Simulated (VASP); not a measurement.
```xyz
2
Lattice="1.8217 -3.1553 0.0000 1.8217 3.1553 0.0000 0.0000 0.0000 5.6470" Properties=species:S:1:pos:R:3 pbc="T T T"
Tb     1.8217     1.0518     1.4117
Tb     1.8217    -1.0518     4.2352
```

Level of theory: PBE GGA, VASP's PBE PAW potentials (set 64) (plane waves; VASP). Numerical set-up: 480 eV cut-off, 10×10×6 Γ-centred mesh, first-order Methfessel-Paxton smearing of 0.10 eV, potentials Tb_3.

The 4f electrons are frozen in the core of the lanthanide potential, so 4f levels, which can set the real gap, and their magnetism are missing.

Question: Predict the energy per atom (σ→0), band gap (on the k-mesh) with the smallest direct gap where there is one.

Answer: 
The band gap (on the k-mesh) is none (metal, semimetal or under 0.01 eV). The energy per atom (σ→0) is -4.560 eV/atom.

The absolute energy has meaning only against runs of the same code, potentials and settings.

The compound is Tb in the hcp structure. It was relaxed first.
